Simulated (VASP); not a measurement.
# CrCo (F-43m) in VASP: further runs

The runs below take CrCo through relaxation of cell and atoms, with r2SCAN, TPSS.

Program: VASP 6.6.1. These are calculated values, not measurements. Logs are shortened: lines on timing, memory, paths and dates and some standing lists are left out, and cuts for length are marked.

## (1) Starting point

Symmetry: F-43m, No. 216, cubic system. The conventional cell has a = 4.650 Å, b = 4.650 Å, c = 4.650 Å, α = 90.00°, β = 90.00°, γ = 90.00°. Cr (site symmetry -43m) has 4 Co at 2.01 Å as nearest neighbours. Co (site symmetry -43m) has 4 Cr at 2.01 Å as nearest neighbours.

The cell was built by a generator and needn't be a form met in nature.

## (2) Relaxation of cell and atoms, r2SCAN, collinear spin, ferromagnetic start

Input file INCAR:

```
PREC = Accurate
ENCUT = 600
EDIFF = 1E-7
ISMEAR = 1
SIGMA = 0.1
LREAL = False
LASPH = True
NELM = 100
ALGO = Normal
ISIF = 3
LWAVE = False
LCHARG = False
ISPIN = 2
MAGMOM = 3 2
LORBIT = 11
LMAXMIX = 4
METAGGA = R2SCAN
LMIXTAU = True
IBRION = 2
NSW = 40
EDIFFG = -0.01
```

Input file KPOINTS:

```
regular mesh
0
Gamma
  10 10 10
```

Input file POSCAR:

```
CrCo
1.0
    0.0000000000      2.3250617400      2.3250617400
    2.3250617400      0.0000000000      2.3250617400
    2.3250617400      2.3250617400      0.0000000000
Cr Co
1 1
Direct
    0.7500000000      0.7500000000      0.7500000000
    0.0000000000      0.0000000000      0.0000000000
```

Potentials or basis: VASP PAW PBE potentials, release 64 (Cr_pv, Co).

Command:

```console
cat potpaw_PBE.64/Cr_pv/POTCAR potpaw_PBE.64/Co/POTCAR > POTCAR
mpirun -np 1 vasp_std > vasp.out
```

OUTCAR:

```text
PREC = Accurate
   ENCUT = 600
   EDIFF = 1E-7
   ISMEAR = 1
   LREAL = False
   LASPH = True
   NELM = 100
   ISIF = 3
   ISPIN = 2
   LORBIT = 11
   METAGGA = R2SCAN
   IBRION = 2
   NSW = 40
   EDIFFG = -0.01

 ion  position               nearest neighbor table
   1  0.750  0.750  0.750-   2 2.01   2 2.01   2 2.01   2 2.01
   2  0.000  0.000  0.000-   1 2.01   1 2.01   1 2.01   1 2.01

  LATTYP: Found a face centered cubic cell.
 ALAT       =     4.6501234800

  Lattice vectors:

 A1 = (   0.0000000000,   2.3250617400,   2.3250617400)
 A2 = (   2.3250617400,   0.0000000000,   2.3250617400)
 A3 = (   2.3250617400,   2.3250617400,   0.0000000000)

Analysis of symmetry for initial positions (statically):
=====================================================================
 Subroutine PRICEL returns:
 Original cell was already a primitive cell.

 Routine SETGRP: Setting up the symmetry group for a
 face centered cubic supercell.

 Subroutine GETGRP returns: Found 24 space group operations
 (whereof 24 operations were pure point group operations)
 out of a pool of 48 trial point group operations.

The static configuration has the point symmetry T_d .

Analysis of symmetry for dynamics (positions and initial velocities):
=====================================================================
 Subroutine PRICEL returns:
 Original cell was already a primitive cell.

 Routine SETGRP: Setting up the symmetry group for a
 face centered cubic supercell.

 Subroutine GETGRP returns: Found 24 space group operations
 (whereof 24 operations were pure point group operations)
 out of a pool of 48 trial point group operations.

The dynamic configuration has the point symmetry T_d .

Analysis of structural, dynamic, and magnetic symmetry:
=====================================================================
 Subroutine PRICEL returns:
 Original cell was already a primitive cell.

 Routine SETGRP: Setting up the symmetry group for a
 face centered cubic supercell.

 Subroutine GETGRP returns: Found 24 space group operations
 (whereof 24 operations were pure point group operations)
 out of a pool of 48 trial point group operations.

The overall configuration has the point symmetry T_d .

 Subroutine INISYM returns: Found 24 space group operations
 (whereof 24 operations are pure point group operations),
 and found     1 'primitive' translations

----------------------------------------------------------------------------------------

                                     Primitive cell

  volume of cell :      25.1382

  direct lattice vectors                    reciprocal lattice vectors
     0.000000000  2.325061740  2.325061740    -0.215048053  0.215048053  0.215048053
     2.325061740  0.000000000  2.325061740     0.215048053 -0.215048053  0.215048053
     2.325061740  2.325061740  0.000000000     0.215048053  0.215048053 -0.215048053

  length of vectors
     3.288133846  3.288133846  3.288133846     0.372474154  0.372474154  0.372474154

  position of ions in fractional coordinates (direct lattice)
     0.750000000  0.750000000  0.750000000
     0.000000000  0.000000000  0.000000000

  ion indices of the primitive-cell ions
   primitive index   ion index
                 1           1
                 2           2

----------------------------------------------------------------------------------------

 KPOINTS: regular mesh

Automatic generation of k-mesh.
 Grid dimensions read from file:
 generate k-points for:   10   10   10

 Generating k-lattice:

  Cartesian coordinates                     Fractional coordinates (reciprocal lattice)
    -0.021504805  0.021504805  0.021504805     0.100000000  0.000000000  0.000000000
     0.021504805 -0.021504805  0.021504805     0.000000000  0.100000000  0.000000000
     0.021504805  0.021504805 -0.021504805     0.000000000  0.000000000  0.100000000

  Length of vectors
     0.037247415  0.037247415  0.037247415

  Shift w.r.t. Gamma in fractional coordinates (k-lattice)
     0.000000000  0.000000000  0.000000000

 Subroutine IBZKPT returns following result:
 ===========================================

 Found     47 irreducible k-points:

 Following reciprocal coordinates:
            Coordinates               Weight
  0.000000  0.000000  0.000000      1.000000
  0.100000  0.000000  0.000000      8.000000
  0.200000  0.000000  0.000000      8.000000
  0.300000  0.000000  0.000000      8.000000
  0.400000  0.000000  0.000000      8.000000
  0.500000  0.000000  0.000000      4.000000
[... 16 lines left out ...]
  0.300000  0.300000  0.000000      6.000000
  0.400000  0.300000  0.000000     24.000000
 [... further k-points ...]
   k-points           NKPTS =     47   k-points in BZ     NKDIM =     47   number of bands    NBANDS=     17
   number of dos      NEDOS =    301   number of ions     NIONS =      2
   total plane-waves  NPLWV =  21952
   dimension x,y,z NGX =    28 NGY =   28 NGZ =   28
   dimension x,y,z NGXF=    56 NGYF=   56 NGZF=   56
   ions per type =               1   1
   NGX,Y,Z   is equivalent  to a cutoff of  14.16, 14.16, 14.16 a.u.
   NGXF,Y,Z  is equivalent  to a cutoff of  28.31, 28.31, 28.31 a.u.
 SYSTEM =  unknown system
   PREC   = accura    normal or accurate (medium, high low for compatibility)
   ISTART =      0    job   : 0-new  1-cont  2-samecut
   ICHARG =      2    charge: 1-file 2-atom 10-const
   ISPIN  =      2    spin polarized calculation?
   LNONCOLLINEAR =      F non collinear calculations
   LSORBIT =      F    spin-orbit coupling
   LASPH  =      T    aspherical Exc in radial PAW
   ENCUT  =  600.0 eV  44.10 Ry    6.64 a.u.   6.57  6.57  6.57*2*pi/ulx,y,z
   NELM   =    100;   NELMIN=  2; NELMDL= -5     # of ELM steps
   EDIFF  = 0.1E-06   stopping-criterion for ELM
   LREAL  =      F    real-space projection
   EDIFFG = -.1E-01   stopping-criterion for IOM
   NSW    =     40    number of steps for IOM
   IBRION =      2    ionic relax: 0-MD 1-quasi-New 2-CG
   NFREE  =      1    steps in history (QN), initial steepest desc. (CG)
   ISIF   =      3    stress and relaxation
   ISYM   =      2    0-nonsym 1-usesym 2-fastsym
   POTIM  = 0.5000    time-step for ionic-motion
   TEBEG  =    0.0;   TEEND  =   0.0 temperature during run
   PSTRESS=    0.0 pullay stress
   NELECT =      21.0000    total number of electrons
   NUPDOWN=      -1.0000    fix difference up-down
   EMIN   =  10.00;   EMAX   =-10.00  energy-range for DOS
   EFERMI =   0.00;   METHOD = LEGACY
   ISMEAR =     1;   SIGMA  =   0.10  broadening in eV -4-tet -1-fermi 0-gaus
   EFERMI_NEDOS =   21; number of points for ismear=-14 and -15
   IALGO  =     38    algorithm
   IMIX   =      4    mixing-type and parameters
     AMIX     =   0.40;   BMIX     =  1.00
     AMIX_MAG =   1.60;   BMIX_MAG =  1.00
  volume/ion in A,a.u.               =      12.57        84.82
  Fermi-wavevector in a.u.,A,eV,Ry     =   1.541831  2.913638 32.344352  2.377243
  Thomas-Fermi vector in A             =   2.647721
   LORBIT       =     11    0 simple, 1 ext, 2 COOP (PROOUT), +10 PAW based schemes
   METAGGA = R2SCAN    functional components
   LHFCALC =     F    Hartree Fock is set to
   AEXX    =    0.0000 exact exchange contribution
   IVDW    =     0    specifies the selected vdW correction
   LEPSILON=     F    determine dielectric tensor
   LRPA    =     F    only Hartree local field effects (RPA)
 conjugate gradient relaxation of ions
 spin polarized calculation
 Methfessel and Paxton  Order N= 1 SIGMA  =   0.10
  energy-cutoff  :      600.00
  volume of cell :       25.14
 maximum number of plane-waves:       869
 NGX is ok and might be reduce to    28
   NGX = 13   NGY = 13   NGZ = 13

--------------------------------------- Ionic step        1  -------------------------------------------

 number of electron      20.9999997 magnetization       1.0166312

 Free energy of the ion-electron system (eV)
  ---------------------------------------------------
  ext. energy  EPLUGINS =         0.00000000
  ---------------------------------------------------
  free energy    TOTEN  =       -24.49052323 eV

  energy without entropy =      -24.49145740  energy(sigma->0) =      -24.49083462

------------------------ aborting loop because EDIFF is reached ----------------------------------------

  FORCE on cell =-STRESS in cart. coord.  units (eV):
  Direction    XX          YY          ZZ          XY          YZ          ZX
  --------------------------------------------------------------------------------------
  -------------------------------------------------------------------------------------
  Total        6.9152091      6.9152091      6.9152091     -0.0000000     -0.0000000      0.0000000
  in kB      440.7399676    440.7399676    440.7399676     -0.0000000     -0.0000000      0.0000000
  external PRESSURE =     440.7399676 kB  Pullay stress =       0.0000000 kB
[... 27 lines left out ...]
 number of electron      20.9999988 magnetization       1.1359402

 number of electron      20.9999988 magnetization      -0.4913891

------------------------ aborting loop EDIFF was not reached (unconverged)  ----------------------------

  FORCE on cell =-STRESS in cart. coord.  units (eV):
  Direction    XX          YY          ZZ          XY          YZ          ZX
  --------------------------------------------------------------------------------------
  -------------------------------------------------------------------------------------
  Total        0.6679526      0.6679526      0.6679526      0.0000000      0.0000000      0.0000000
  in kB       26.7996445     26.7996445     26.7996445      0.0000000      0.0000000      0.0000000
  external PRESSURE =      26.7996445 kB  Pullay stress =       0.0000000 kB
[... 203 lines left out ...]
--------------------------------------- Ionic step        8  -------------------------------------------

 number of electron      21.0000000 magnetization      -1.5355717

 Free energy of the ion-electron system (eV)
  ---------------------------------------------------
  ext. energy  EPLUGINS =         0.00000000
  ---------------------------------------------------
  free energy    TOTEN  =       -25.22221101 eV

  energy without entropy =      -25.22346655  energy(sigma->0) =      -25.22262952

 E-fermi :   5.9228     XC(G=0): -11.8603

 val. band max:        5.9148528397   @ k =   0.4000   0.2000   0.0000
 cond. band min:       5.9584538120   @ k =   0.4000   0.3000   0.1000
 fundamental gap:      0.0436009724
 Fermi energy:         5.9227898384

 spin component 1

 k-point     1 :       0.0000    0.0000    0.0000
  band No.  band energies     occupation
      1     -36.7627      1.00000
      2     -36.7627      1.00000
      3     -36.7626      1.00000
      4      -0.5622      1.00000
      5       3.0775      1.00000
      6       3.0775      1.00000
[... 459 lines left out ...]
      6       3.1907      1.00000
[... 9 lines left out ...]
     16      12.2141      0.00000
     17      12.7144      0.00000

 [... further k-points ...]

 spin component 2

 k-point     1 :       0.0000    0.0000    0.0000
  band No.  band energies     occupation
      1     -40.1060      1.00000
      2     -40.1060      1.00000
      3     -40.1059      1.00000
      4      -0.8526      1.00000
      5       3.0389      1.00000
      6       3.0389      1.00000
[... 500 lines left out ...]
  FREE ENERGIE OF THE ION-ELECTRON SYSTEM (eV)
  ---------------------------------------------------
  free  energy   TOTEN  =       -25.2222110105 eV

  energy  without entropy=      -25.2234665457  energy(sigma->0) =      -25.22262952

 reached required accuracy - stopping structural energy minimisation

 total charge

# of ion       s       p       d       tot
------------------------------------------
    1        0.792   6.259   4.145  11.196
    2        0.658   0.368   7.408   8.435
--------------------------------------------------
tot          1.451   6.627  11.553  19.631

 magnetization (x)

# of ion       s       p       d       tot
------------------------------------------
    1       -0.188  -0.023  -2.506  -2.717
    2        0.064  -0.069   1.099   1.095
--------------------------------------------------
tot         -0.124  -0.092  -1.407  -1.622
```

Wall time 55 min (1 thread of Intel Xeon Platinum 8375C at 2.90GHz (Ice Lake), shared host); peak memory 0.23 GiB.

What came out:

- Free energy: -25.2222 eV
- Relaxed volume: 16.62 Å³/atom
- Relaxed cell: a = 3.609 Å, b = 3.609 Å, c = 3.609 Å, α = 60.00°, β = 60.00°, γ = 60.00°
- Space group after relaxing (to 0.05 Å): F-43m (No. 216)
- Energy gained by relaxing: 365.8 meV/atom
- Ionic steps: 8
- Pressure after relaxing: 0.0 GPa
- Band gap on the k mesh: none (metal or under the smearing width)
- Net moment: -1.54 μB per cell
- Site moments: Cr -2.72; Co +1.09 μB
- Valence electrons inside the program's atomic spheres: Cr 11.20; Co 8.44

The path:
```
step  energy change (eV)  largest force (eV/Å)  pressure (GPa)  volume (Å³)
   1              0.0000                0.0000           44.07        25.14
   2              0.3794                0.0000            2.68        39.93
   3             -0.5087                0.0000           -6.85        41.79
   4             -0.5649                0.0000           -6.37        40.43
   5             -0.7015                0.0000           -3.03        35.89
   6             -0.7315                0.0000           -0.26        33.39
   7             -0.7317                0.0000            0.10        33.18
   8             -0.7317                0.0000            0.00        33.24
```

Final structure:
```
CELL_PARAMETERS angstrom
0.00000 2.55186 2.55186
2.55186 0.00000 2.55186
2.55186 2.55186 0.00000
ATOMIC_POSITIONS crystal
Cr 0.75000 0.75000 0.75000
Co 0.00000 0.00000 0.00000
```

Caveat: the volume moved by over 15 % at a fixed basis, so the end points are rough; the PAW data sets were made with another functional, which shifts forces and pressure a little.

## (3) Relaxation of cell and atoms, TPSS, collinear spin, ferromagnetic start

Input file INCAR:

```
PREC     = Accurate       # precision mode
ENCUT    = 600            # plane-wave cutoff, eV
EDIFF    = 1E-6           # SCF threshold, eV
ISMEAR   = 1              # smearing method
SIGMA    = 0.1            # smearing width, eV
LREAL    = False          # projectors in reciprocal space
LASPH    = True           # aspherical terms in the spheres
NELM     = 120            # most SCF steps
ALGO     = Normal         # electronic algorithm
ISIF     = 3              # what is computed and relaxed
LWAVE    = False          # write WAVECAR
LCHARG   = False          # write CHGCAR
ISPIN    = 2              # spin polarisation
MAGMOM   = 3 2            # initial moments
LORBIT   = 11             # projections on sites
LMAXMIX  = 4              # l up to which the mixer works
METAGGA  = TPSS           # meta-GGA
LMIXTAU  = True         
IBRION   = 2              # ionic algorithm
NSW      = 60             # ionic steps
EDIFFG   = -0.01          # ionic threshold
```

KPOINTS is that of step 2.

POSCAR is that of step 2.

Potentials or basis: VASP PAW PBE potentials, release 64 (Cr_pv, Co).

Command:

```console
cat potpaw_PBE.64/Cr_pv/POTCAR potpaw_PBE.64/Co/POTCAR > POTCAR
mpirun -np 1 vasp_std > vasp.out
```

Run time: 17 min. Hardware: 1 thread of Intel Xeon Platinum 8375C at 2.90GHz (Ice Lake), shared host; peak memory 0.23 GiB.

It converged, with:

```
Free energy                                           : -28.6811 eV
Relaxed volume                                        : 15.46 Å³/atom
Relaxed cell                                          : a = 3.523 Å, b = 3.523 Å, c = 3.523 Å, α = 60.00°, β = 60.00°, γ = 60.00°
Space group after relaxing (to 0.05 Å)                : F-43m (No. 216)
Energy gained by relaxing                             : 330.2 meV/atom
Ionic steps                                           : 6
Pressure after relaxing                               : 0.1 GPa
Band gap on the k mesh                                : none (metal or under the smearing width)
Net moment                                            : 1.03 μB per cell
Site moments                                          : Cr +1.38; Co -0.39 μB
Valence electrons inside the program's atomic spheres : Cr 10.92; Co 8.48
```

The path:
```
step  energy change (eV)  largest force (eV/Å)  pressure (GPa)  volume (Å³)
   1              0.0000                0.0000           44.61        25.14
   2             -0.1395                0.0000          -11.98        40.14
   3             -0.6597                0.0000           -1.02        31.23
   4             -0.6605                0.0000           -0.28        31.05
   5             -0.6605                0.0000            0.25        30.93
   6             -0.6605                0.0000            0.06        30.93
```

Final structure:
```
Cr Co
1.0
     0.00000    2.49138    2.49138
     2.49138    0.00000    2.49138
     2.49138    2.49138    0.00000
Cr Co
1 1
Direct
  0.75000 0.75000 0.75000
  0.00000 0.00000 0.00000
```

Levels at points of the mesh, in eV from the Fermi level:
Spin up:
```csv
k point,band 8,band 9,band 10,band 11,band 12,band 13,band 14,band 15
"(0.00, 0.00, 0.00)",-2.40,-2.40,-0.38,-0.38,-0.38,1.20,1.20,6.91
"(0.50, 0.00, 0.00)",-2.43,-2.43,-1.15,0.11,0.11,1.06,1.06,2.52
"(0.50, 0.50, 0.00)",-1.50,-1.35,-1.15,-0.41,1.27,1.27,2.20,3.05
```
Spin down:
```tsv
k point	band 7	band 8	band 9	band 10	band 11	band 12	band 13	band 14
(0.00, 0.00, 0.00)	-2.41	-2.41	-2.41	0.24	0.24	0.24	2.22	2.22
(0.50, 0.00, 0.00)	-2.52	-2.39	-2.39	-1.05	0.88	0.88	1.95	1.95
(0.50, 0.50, 0.00)	-2.34	-1.55	-1.12	-1.06	1.25	1.97	1.97	2.29
```

Caveat: the volume moved by over 15 % at a fixed basis, so the end points are rough; the PAW data sets were made with another functional, which shifts forces and pressure a little.
